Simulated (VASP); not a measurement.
# YPdF (P-6m2) in VASP: relaxation of cell and atoms with PBE

Aim: the relaxation of cell and atoms of YPdF with PBE.

Everything below comes from runs of VASP 6.6.1. Logs are shortened: lines on timing, memory, paths and dates and some standing lists are left out, and cuts for length are marked.

## Step 1: The crystal as given

The structure is hexagonal, space group P-6m2 (No. 187). The conventional cell has a = 3.852 Å, b = 3.852 Å, c = 4.364 Å, α = 90.00°, β = 90.00°, γ = 120.00°. Y (site symmetry -6m2) has 6 Pd at 3.12 Å and 6 F at 3.12 Å as nearest neighbours. Pd (site symmetry -6m2) has 3 F at 2.22 Å as nearest neighbours. F (site symmetry -6m2) is surrounded by 3 Pd at 2.22 Å.

The cell was built by a generator and needn't be a form met in nature.

## Step 2: Relaxation of cell and atoms, PBE

Input file INCAR:

```
SYSTEM = YPdF
PREC = Accurate
ENCUT = 600
EDIFF = 1E-6
ISMEAR = 0
SIGMA = 0.05
LREAL = .FALSE.
LASPH = .TRUE.
NELM = 60
ALGO = Normal
ISIF = 3
LWAVE = .FALSE.
LCHARG = .FALSE.
GGA = PE
IBRION = 2
NSW = 40
EDIFFG = -0.005
```

Input file KPOINTS:

```
regular mesh
0
G
  8 8 6
  0 0 0
```

Input file POSCAR:

```
YPdF
1.0
    3.8516678000      0.0000000000      0.0000000000
   -1.9258339000      3.3356421700      0.0000000000
    0.0000000000      0.0000000000      4.3642671200
Y Pd F
1 1 1
Direct
    0.0000000000      0.0000000000      0.0000000000
    0.6666666700      0.3333333300      0.5000000000
    0.3333333300      0.6666666700      0.5000000000
```

Potentials or basis: VASP PAW PBE potentials, release 64 (Y_sv, Pd, F).

On the command line:

```bash
cat potpaw_PBE.64/Y_sv/POTCAR potpaw_PBE.64/Pd/POTCAR potpaw_PBE.64/F/POTCAR > POTCAR
mpirun -np 1 vasp_std > vasp.out
```

OUTCAR:

```text
SYSTEM = YPdF
   PREC = Accurate
   ENCUT = 600
   EDIFF = 1E-6
   ISMEAR = 0
   LREAL = .FALSE.
   LASPH = .TRUE.
   NELM = 60
   ISIF = 3
   GGA = PE
   IBRION = 2
   NSW = 40
   EDIFFG = -0.005

 ion  position               nearest neighbor table
   1  0.000  0.000  0.000-   2 3.12   3 3.12   2 3.12   3 3.12   2 3.12   2 3.12   3 3.12   3 3.12
                             2 3.12   2 3.12   3 3.12   3 3.12
   2  0.667  0.333  0.500-   3 2.22   3 2.22   3 2.22   1 3.12   1 3.12   1 3.12   1 3.12   1 3.12
                             1 3.12
   3  0.333  0.667  0.500-   2 2.22   2 2.22   2 2.22   1 3.12   1 3.12   1 3.12   1 3.12   1 3.12
                             1 3.12

  LATTYP: Found a hexagonal cell.
 ALAT       =     3.8516678000
 C/A-ratio  =     1.1330850288

  Lattice vectors:

 A1 = (   3.8516678000,   0.0000000000,   0.0000000000)
 A2 = (  -1.9258339000,   3.3356421700,   0.0000000000)
 A3 = (   0.0000000000,   0.0000000000,   4.3642671200)

Analysis of symmetry for initial positions (statically):
=====================================================================
 Subroutine PRICEL returns:
 Original cell was already a primitive cell.

 Routine SETGRP: Setting up the symmetry group for a
 hexagonal supercell.

 Subroutine GETGRP returns: Found 12 space group operations
 (whereof 12 operations were pure point group operations)
 out of a pool of 24 trial point group operations.

The static configuration has the point symmetry D_3h.

Analysis of symmetry for dynamics (positions and initial velocities):
=====================================================================
 Subroutine PRICEL returns:
 Original cell was already a primitive cell.

 Routine SETGRP: Setting up the symmetry group for a
 hexagonal supercell.

 Subroutine GETGRP returns: Found 12 space group operations
 (whereof 12 operations were pure point group operations)
 out of a pool of 24 trial point group operations.

The dynamic configuration has the point symmetry D_3h.

 Subroutine INISYM returns: Found 12 space group operations
 (whereof 12 operations are pure point group operations),
 and found     1 'primitive' translations

----------------------------------------------------------------------------------------

                                     Primitive cell

  volume of cell :      56.0712

  direct lattice vectors                    reciprocal lattice vectors
     3.851667800  0.000000000  0.000000000     0.259627790  0.149896174  0.000000000
    -1.925833900  3.335642170  0.000000000     0.000000000  0.299792349  0.000000000
     0.000000000  0.000000000  4.364267120     0.000000000  0.000000000  0.229133546

  length of vectors
     3.851667800  3.851667807  4.364267120     0.299792349  0.299792349  0.229133546

  position of ions in fractional coordinates (direct lattice)
     0.000000000  0.000000000  0.000000000
     0.666666670  0.333333330  0.500000000
     0.333333330  0.666666670  0.500000000

  ion indices of the primitive-cell ions
   primitive index   ion index
                 1           1
                 2           2
                 3           3

----------------------------------------------------------------------------------------

 KPOINTS: regular mesh

Automatic generation of k-mesh.
 Grid dimensions read from file:
 generate k-points for:    8    8    6

 Generating k-lattice:

  Cartesian coordinates                     Fractional coordinates (reciprocal lattice)
     0.032453474  0.018737022  0.000000000     0.125000000  0.000000000  0.000000000
     0.000000000  0.037474044  0.000000000     0.000000000  0.125000000  0.000000000
     0.000000000  0.000000000  0.038188924     0.000000000  0.000000000  0.166666667

  Length of vectors
     0.037474044  0.037474044  0.038188924

  Shift w.r.t. Gamma in fractional coordinates (k-lattice)
     0.000000000  0.000000000  0.000000000

 Subroutine IBZKPT returns following result:
 ===========================================

 Found     40 irreducible k-points:

 Following reciprocal coordinates:
            Coordinates               Weight
  0.000000  0.000000  0.000000      1.000000
  0.125000  0.000000  0.000000      6.000000
  0.250000  0.000000  0.000000      6.000000
  0.375000  0.000000  0.000000      6.000000
  0.500000  0.000000  0.000000      3.000000
  0.125000  0.125000  0.000000      6.000000
[... 16 lines left out ...]
  0.250000  0.000000  0.333333     12.000000
  0.375000  0.000000  0.333333     12.000000
 [... further k-points ...]
   k-points           NKPTS =     40   k-points in BZ     NKDIM =     40   number of bands    NBANDS=     18
   number of dos      NEDOS =    301   number of ions     NIONS =      3
   total plane-waves  NPLWV =  36864
   dimension x,y,z NGX =    32 NGY =   32 NGZ =   36
   dimension x,y,z NGXF=    64 NGYF=   64 NGZF=   72
   ions per type =               1   1   1
   NGX,Y,Z   is equivalent  to a cutoff of  13.81, 13.81, 13.71 a.u.
   NGXF,Y,Z  is equivalent  to a cutoff of  27.62, 27.62, 27.43 a.u.
 SYSTEM =  YPdF
   PREC   = accura    normal or accurate (medium, high low for compatibility)
   ISTART =      0    job   : 0-new  1-cont  2-samecut
   ICHARG =      2    charge: 1-file 2-atom 10-const
   ISPIN  =      1    spin polarized calculation?
   LNONCOLLINEAR =      F non collinear calculations
   LSORBIT =      F    spin-orbit coupling
   LASPH  =      T    aspherical Exc in radial PAW
   ENCUT  =  600.0 eV  44.10 Ry    6.64 a.u.   7.69  7.69  8.72*2*pi/ulx,y,z
   NELM   =     60;   NELMIN=  2; NELMDL= -5     # of ELM steps
   EDIFF  = 0.1E-05   stopping-criterion for ELM
   LREAL  =      F    real-space projection
   EDIFFG = -.5E-02   stopping-criterion for IOM
   NSW    =     40    number of steps for IOM
   IBRION =      2    ionic relax: 0-MD 1-quasi-New 2-CG
   NFREE  =      1    steps in history (QN), initial steepest desc. (CG)
   ISIF   =      3    stress and relaxation
   ISYM   =      2    0-nonsym 1-usesym 2-fastsym
   POTIM  = 0.5000    time-step for ionic-motion
   TEBEG  =    0.0;   TEEND  =   0.0 temperature during run
   PSTRESS=    0.0 pullay stress
   NELECT =      28.0000    total number of electrons
   NUPDOWN=      -1.0000    fix difference up-down
   EMIN   =  10.00;   EMAX   =-10.00  energy-range for DOS
   EFERMI =   0.00;   METHOD = LEGACY
   ISMEAR =     0;   SIGMA  =   0.05  broadening in eV -4-tet -1-fermi 0-gaus
   EFERMI_NEDOS =   21; number of points for ismear=-14 and -15
   IALGO  =     38    algorithm
   IMIX   =      4    mixing-type and parameters
     AMIX     =   0.40;   BMIX     =  1.00
     AMIX_MAG =   1.60;   BMIX_MAG =  1.00
  volume/ion in A,a.u.               =      18.69       126.13
  Fermi-wavevector in a.u.,A,eV,Ry     =   1.298816  2.454406 22.951982  1.686923
  Thomas-Fermi vector in A             =   2.430120
   LORBIT       =      0    0 simple, 1 ext, 2 COOP (PROOUT), +10 PAW based schemes
   GGA     = PE    functional components
   LHFCALC =     F    Hartree Fock is set to
   AEXX    =    0.0000 exact exchange contribution
   IVDW    =     0    specifies the selected vdW correction
   LEPSILON=     F    determine dielectric tensor
   LRPA    =     F    only Hartree local field effects (RPA)
 conjugate gradient relaxation of ions
 non-spin polarized calculation
 Gauss-broadening in eV      SIGMA  =   0.05
  energy-cutoff  :      600.00
  volume of cell :       56.07
 maximum number of plane-waves:      1890
 NGX is ok and might be reduce to    32
   NGX = 15   NGY = 15   NGZ = 17

--------------------------------------- Ionic step        1  -------------------------------------------

 number of electron      27.9999998 magnetization

 Free energy of the ion-electron system (eV)
  ---------------------------------------------------
  ext. energy  EPLUGINS =         0.00000000
  ---------------------------------------------------
  free energy    TOTEN  =       -16.12391262 eV

  energy without entropy =      -16.11923962  energy(sigma->0) =      -16.12157612

------------------------ aborting loop because EDIFF is reached ----------------------------------------

  FORCE on cell =-STRESS in cart. coord.  units (eV):
  Direction    XX          YY          ZZ          XY          YZ          ZX
  --------------------------------------------------------------------------------------
  -------------------------------------------------------------------------------------
  Total        3.1188496      3.1188496     -3.4991461      0.0000000     -0.0000000      0.0000000
  in kB       89.1179968     89.1179972    -99.9845870      0.0000000     -0.0000000      0.0000000
  external PRESSURE =      26.0838023 kB  Pullay stress =       0.0000000 kB
[... 59 lines left out ...]
  energy  without entropy=      -16.5762145109  energy(sigma->0) =      -16.57875567

--------------------------------------- Ionic step        3  -------------------------------------------

 number of electron      28.0000000 magnetization

 E-fermi :   4.0298     XC(G=0):  -9.9873

 val. band max:        4.0197516427   @ k =   0.2500   0.0000   0.5000
 cond. band min:       4.0430667818   @ k =   0.2500   0.2500   0.0000
 fundamental gap:      0.0233151391
 Fermi energy:         4.0297527741

 k-point     1 :       0.0000    0.0000    0.0000
  band No.  band energies     occupation
      1     -39.8188      2.00000
      2     -19.7012      2.00000
      3     -19.7012      2.00000
      4     -19.5036      2.00000
      5     -18.7791      2.00000
      6      -1.0703      2.00000
[... 10 lines left out ...]
     17       5.3462      0.00000
     18       7.5780      0.00000
[... 513 lines left out ...]
  FREE ENERGIE OF THE ION-ELECTRON SYSTEM (eV)
  ---------------------------------------------------
  free  energy   TOTEN  =       -17.1097420704 eV

  energy  without entropy=      -17.1070122161  energy(sigma->0) =      -17.10837714

[... ionic steps 4 to 16 ...]

--------------------------------------- Ionic step       17  -------------------------------------------

 number of electron      27.9999993 magnetization

------------------------ aborting loop because EDIFF is reached ----------------------------------------

  FORCE on cell =-STRESS in cart. coord.  units (eV):
  Direction    XX          YY          ZZ          XY          YZ          ZX
  --------------------------------------------------------------------------------------
  -------------------------------------------------------------------------------------
  Total       -0.0542241     -0.0542241     -0.0098299      0.0000000     -0.0000000     -0.0000000
  in kB       -1.6411075     -1.6411075     -0.2975053      0.0000000     -0.0000000     -0.0000000
  external PRESSURE =      -1.1932401 kB  Pullay stress =       0.0000000 kB
[... 59 lines left out ...]
  energy  without entropy=      -17.4900938546  energy(sigma->0) =      -17.49122778

--------------------------------------- Ionic step       19  -------------------------------------------

 number of electron      27.9999992 magnetization

 Free energy of the ion-electron system (eV)
  ---------------------------------------------------
  ext. energy  EPLUGINS =         0.00000000
  ---------------------------------------------------
  free energy    TOTEN  =       -17.49241536 eV

  energy without entropy =      -17.49019863  energy(sigma->0) =      -17.49130699

 E-fermi :   5.5613     XC(G=0): -10.8256

 val. band max:        5.5481670169   @ k =   0.3750   0.1250   0.0000
 cond. band min:       5.5680273902   @ k =   0.3750   0.0000   0.5000
 fundamental gap:      0.0198603733
 Fermi energy:         5.5612573323

 k-point     1 :       0.0000    0.0000    0.0000
  band No.  band energies     occupation
      1     -37.8428      2.00000
      2     -18.2376      2.00000
      3     -17.7578      2.00000
      4     -17.7578      2.00000
      5     -17.5094      2.00000
      6      -0.6760      2.00000
[... 10 lines left out ...]
     17       7.0108      0.00000
     18       9.6812      0.00000
[... 513 lines left out ...]
  FREE ENERGIE OF THE ION-ELECTRON SYSTEM (eV)
  ---------------------------------------------------
  free  energy   TOTEN  =       -17.4924153601 eV

  energy  without entropy=      -17.4901986288  energy(sigma->0) =      -17.49130699

 reached required accuracy - stopping structural energy minimisation
```

Run time: 12 min. Hardware: 1 thread of AMD EPYC 7R13 (Zen 3), shared host; peak memory 0.23 GiB.

What came out:

```yaml
Free_energy: -17.4924 eV
Relaxed_volume: 17.62 Å³/atom
Relaxed_cell: a = 4.340 Å, b = 4.340 Å, c = 3.241 Å, α = 90.00°, β = 90.00°, γ = 120.00°
Space_group_after_relaxing_to_0.05_Å: P-6m2 (No. 187)
Energy_gained_by_relaxing: 456.2 meV/atom
Ionic_steps: 19
Pressure_after_relaxing: 0.0 GPa
Band_gap_on_the_k_mesh: none (metal or under the smearing width)
```

The path:
| step | energy change (eV) | largest force (eV/Å) | pressure (GPa) | volume (Å³) |
| --- | --- | --- | --- | --- |
| 1 | 0.0000 | 0.0000 | 2.61 | 56.07 |
| 2 | -0.4574 | 0.0000 | -2.20 | 58.36 |
| 3 | -0.9858 | 0.0000 | -10.64 | 62.63 |
| 4 | -1.0023 | 0.0000 | -8.33 | 61.47 |
| 5 | -1.2700 | 0.0000 | -6.15 | 57.63 |
| 6 | -1.3144 | 0.0000 | -4.76 | 56.13 |
| 7 | -1.3137 | 0.0000 | -1.42 | 53.06 |
| 8 | -1.3298 | 0.0000 | -3.22 | 54.61 |
| 9 | -1.3297 | 0.0000 | -3.41 | 54.78 |
| 10 | -1.3635 | 0.0000 | -0.88 | 53.22 |
| 11 | -1.3669 | 0.0000 | 0.63 | 52.42 |
| 12 | -1.3671 | 0.0000 | 0.39 | 52.55 |
| 13 | -1.3671 | 0.0000 | 0.30 | 52.59 |
| 14 | -1.3677 | 0.0000 | 0.16 | 52.69 |
| 15 | -1.3683 | 0.0000 | -0.04 | 52.85 |
| 16 | -1.3679 | 0.0000 | -0.44 | 53.16 |
| 17 | -1.3684 | 0.0000 | -0.12 | 52.94 |
| 18 | -1.3684 | 0.0000 | -0.16 | 52.95 |
| 19 | -1.3685 | 0.0000 | 0.02 | 52.86 |

Final structure:
```xyz
3
Lattice="4.3396 0.0000 0.0000 -2.1698 3.7582 0.0000 0.0000 0.0000 3.2411" Properties=species:S:1:pos:R:3 pbc="T T T"
Y    -2.1698    3.7582    0.0000
Pd    2.1698    1.2527    1.6205
F     0.0000    2.5055    1.6205
```

Levels at points of the mesh, in eV from the Fermi level:
```csv
k point,band 12,band 13,band 14,band 15,band 16,band 17
"(0.00, 0.00, 0.00)",-2.49,-2.04,-2.04,0.52,1.45,1.45
"(0.50, 0.00, 0.00)",-2.51,-2.24,-0.64,-0.28,1.39,2.81
"(0.00, 0.00, 0.50)",-2.32,-2.23,-0.08,1.24,1.91,1.91
"(0.50, 0.00, 0.50)",-2.68,-1.83,-0.25,0.13,1.85,3.54
```
